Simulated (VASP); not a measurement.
AgBr (rock salt):

```
CELL_PARAMETERS angstrom
      0.00000     2.88500     2.88500
      2.88500     0.00000     2.88500
      2.88500     2.88500     0.00000
ATOMIC_POSITIONS crystal
  Ag 0.00000 0.00000 0.00000
  Br 0.50000 0.50000 0.50000
```

The lowest empty band near Γ, direction [110], from PBE with spin-orbit coupling in VASP (PAW); its two spin partners are averaged. The gap over the points computed is 0.59 eV, and the next band on that side lies 9.22 eV away at the edge.

Settings: 400 eV cut-off, 9×9×9 Γ-centred mesh, Gaussian smearing of 0.050 eV, potentials Ag Br.

| distance from the edge in k (1/Å) | distance in energy (meV) |
|---|---|
| 0.018 | 6.5 |
| 0.025 | 12.4 |
| 0.035 | 24.3 |
| 0.050 | 49.2 |
| 0.070 | 95.1 |

### Question
Fit E(1 + αE) = ħ²k²/2m* (ħ²/2m0 = 3.810 eV Å²) and predict the row at 0.095 1/Å.

### Answer
Least squares on the energies gives the electron mass m* = 0.191 m0 and α = 0.31 per eV, and so 171.2 meV. The run gave 171.0 meV, -0.2 meV from the fit.

Left out are points under 3 meV from the edge, since the levels carry 0.1 meV, and points farther than half the way to the next band.

The compound is AgBr in the rock salt structure. The cell was not relaxed at this level.
